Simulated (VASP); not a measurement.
# Pressure, band gap and energy of rock-salt CaO within about 6 % of its equilibrium volume, r2SCAN + rVV10

Before the gap of CaO or its response to pressure is calculated, it has to be decided how closely the cell volume must be fixed, and whether a relaxation driven by the stress alone will do. The choice matters for CaO as an insulating oxide layer and as a component of minerals under pressure, where the volume departs from that of the free crystal. Seven evenly scaled cells are compared here. Volume changes are measured from the minimum of the Birch-Murnaghan fit, and energies from the lowest row, 13.77 Å³ per atom. Pressure is positive in compression. The gap is the indirect one, from the valence edge at the zone centre to the conduction edge at X.

## Calculations

A cell from a diffraction database, relaxed at this level and then scaled evenly, fractional positions kept. VASP 6.6.1, plane waves with PAW, r2SCAN + rVV10, cutoff 520 eV, k mesh 10×10×10, no spin polarisation, no spin-orbit coupling, static lattice. A Birch-Murnaghan fit to the energies has its minimum at 13.80 Å³ per atom.

Notes on method and selection:

- The pressure is that of a finite plane-wave basis, so it need not vanish exactly at the minimum of the energy.
- Only series whose fit has its minimum inside the range and an error under 0.5 meV per atom are shown.
- Where rows or columns differ in functional or spin-orbit coupling, non-spherical gradient terms in the PAW spheres (LASPH) may be on in some and off in others.
- Runs that did not converge, have known faults or may not be shown are not listed, and runs on Ansatz's PAW sets soft_1 and soft_2 are kept to separate tables.

Columns:

- volume change (%): volume relative to the fitted equilibrium volume.
- pressure (GPa): pressure from the stress tensor (positive: compressed).
- energy (meV/atom): energy per atom above the lowest point of the series.
- gap (eV): smallest gap on the k mesh.

Input lines of one member:

```
PREC = Accurate
ENCUT = 520
EDIFF = 1E-06
NELM = 100
ISMEAR = 0
SIGMA = 0.05
LREAL = .FALSE.
ALGO = Normal
METAGGA = R2SCAN
LUSE_VDW = .TRUE.
IVDW_NL = 2
BPARAM = 11.95
CPARAM = 0.0093
LASPH = .TRUE.
NBANDS = 14
```

Command (options for logging and memory left out): `mpirun -np 2 vasp_std`

## Table of results

```
member    volume change (%)  pressure (GPa)  energy (meV/atom)  gap (eV)
12.95 Å³  −6.20              8.49            22.11              4.121
13.22 Å³  −4.20              5.34            9.77               4.133
13.50 Å³  −2.21              2.51            2.57               4.143
13.77 Å³  −0.21              −0.02           0.00               4.151
14.05 Å³  1.78               −2.30           1.55               4.156
14.32 Å³  3.78               −4.35           6.83               4.159
14.60 Å³  5.77               −6.19           15.47              4.161
```

Least-squares fits to the whole series, with x = volume change (%); R² and errors in the fitted variable (y, or ln y where the fit is in ln y):

```
y                  members  fit                                    R²    rms residual  leave-one-out rms  the same for the mean of the others
pressure (GPa)     7        y = −0.28165 − 1.2075 x + 0.032681 x²  1.00  0.028         0.073              5.7
energy (meV/atom)  7        y = −0.1087 − 0.2559 x + 0.5251 x²     1.00  0.41          1.1                8.7
```

## What drives the series

Pressure falls from row to row as the cell grows, and ever more slowly. Between the two smallest cells it drops by (8.49 − 5.34) / 2.00 = 1.58 GPa per % of volume, between the two largest by (6.19 − 4.35) / 1.99 = 0.92 GPa per %. Closed-shell repulsion between neighbouring ions rises steeply as they approach, while the Coulomb attraction changes more gently, so the crystal stiffens in compression and softens in expansion.

Around equilibrium the slope is (2.51 + 2.30) / (1.78 + 2.21) = 1.21 GPa per %, a bulk modulus $B$ of about 100 × 1.21 = 121 GPa. The energy follows from it through

$$\Delta E \approx \tfrac{1}{2} B V_0 \left(\Delta V / V_0\right)^2 .$$

For a change of 1 % this gives 0.5 × 121 × 13.80 × 0.0001 = 0.083 GPa Å³, or about 0.52 meV per atom, close to the quadratic coefficient of 0.5251 in the energy fit. Stress and energy thus agree on the stiffness.

They differ slightly on the zero. At the energy minimum the pressure fit gives −0.28 GPa. The stress is evaluated with a fixed set of plane waves and misses the energy gained when a larger cell admits more waves below the same cutoff, so the pressure comes out too low.

The gap widens at every step, but only from 4.121 to 4.161 eV over the whole series. The rise is 0.012 eV over the first step and 0.002 eV over the last. Band theory suggests two opposing effects. Expansion narrows the oxygen 2p and calcium 3d bands, which moves their facing edges apart; it also weakens the electrostatic potential that separates anion from cation levels, which brings them together. The narrowing would win here, and because orbital overlap decays faster with distance than the Coulomb term, its lead would shrink as the cell grows. The table contains only the net result.

## Outliers

Largest departures from the fit to the whole series:

```
member    pressure (GPa)  fit    computed − fit  in rms residuals
13.50 Å³  2.51            2.55   −0.04           1.3
14.60 Å³  −6.19           −6.16  −0.03           1.1
14.32 Å³  −4.35           −4.38  +0.03           1.1
12.95 Å³  8.49            8.46   +0.03           1.0
```

No row breaks the pressure curve. The largest departure from the quadratic fit is −0.04 GPa, at 13.50 Å³, in a series that spans 14.68 GPa. The departures are nevertheless ordered: positive at 12.95 Å³, negative at 13.50 Å³, positive at 14.32 Å³ and negative again at 14.60 Å³. This is the pattern left by a missing cubic term, since the stiffness itself changes at a varying rate.

The energy shows the same defect more clearly. At 12.95 Å³ the fit gives −0.1087 + 0.2559 × 6.20 + 0.5251 × 6.20² = 21.66 meV per atom, which falls short of the computed value by 22.11 − 21.66 = 0.45. At 14.60 Å³ it gives −0.1087 − 0.2559 × 5.77 + 0.5251 × 5.77² = 15.90 meV per atom, too high by 15.90 − 15.47 = 0.43. A parabola is symmetric about its minimum, whereas the crystal resists compression more than expansion. The fault therefore lies with the fitted form and not with these two cells.

## Using the table

**Which volume corresponds to a pressure of 5 GPa?**

The stress reads about 0.28 GPa too low, so the tabulated pressure to look for is 5 − 0.28 = 4.72 GPa. This lies between the rows at −2.21 % (2.51 GPa) and −4.20 % (5.34 GPa). The fraction of the interval is (4.72 − 2.51) / (5.34 − 2.51) = 0.78, and the volume change is −2.21 − 0.78 × (4.20 − 2.21) = −3.8 %. Without the correction the answer would be −4.0 %.

**How much does the gap change if the lattice constant is 1 % too small?**

A lattice constant 1 % too small means a volume about 3 % too small. Between −0.21 % and −4.20 % the gap falls by 4.151 − 4.133 = 0.018 eV, or 0.018 / (4.20 − 0.21) = 0.0045 eV per %. The change is 3 × 0.0045 = 0.014 eV, about 0.3 % of the gap.

**Is a cell relaxed to nearly zero stress good enough?**

The row at 13.77 Å³ has a pressure of −0.02 GPa and lies 0.21 % below the fitted volume. The energy cost is 0.52 × 0.21² = 0.02 meV per atom. The gap shifts by 0.21 × (4.156 − 4.151) / (1.78 + 0.21) = 0.0005 eV. Such a cell serves well for both. For pressures below about 1 GPa, the offset of 0.28 GPa is too large to ignore.

## Rules of thumb and their limits

Between −6.20 % and +5.77 % of volume, the pressure of CaO is sensitive to the cell and the gap is not: compression from 13.77 to 12.95 Å³ adds 8.51 GPa and removes only 0.030 eV.

The absolute gap is less secure than its change. A semilocal functional such as r2SCAN generally places the gaps of wide-gap oxides too low, so a hybrid functional or a GW calculation would raise all seven values. The static lattice leaves out zero-point motion and heat. Both would enlarge the equilibrium volume and soften the crystal, while the coupling of electrons to lattice vibrations would be expected to lower the gap.

The results apply to even scaling. In a film strained in the plane of a cube face, the three X valleys are no longer equivalent, and their splitting can move the gap in a way that the volume alone does not describe.

[Logs are printed without paths, hosts, clocks, repeated set-up lines and the standing remarks that a program may print on its own settings, such as how far it seeks lower states.]
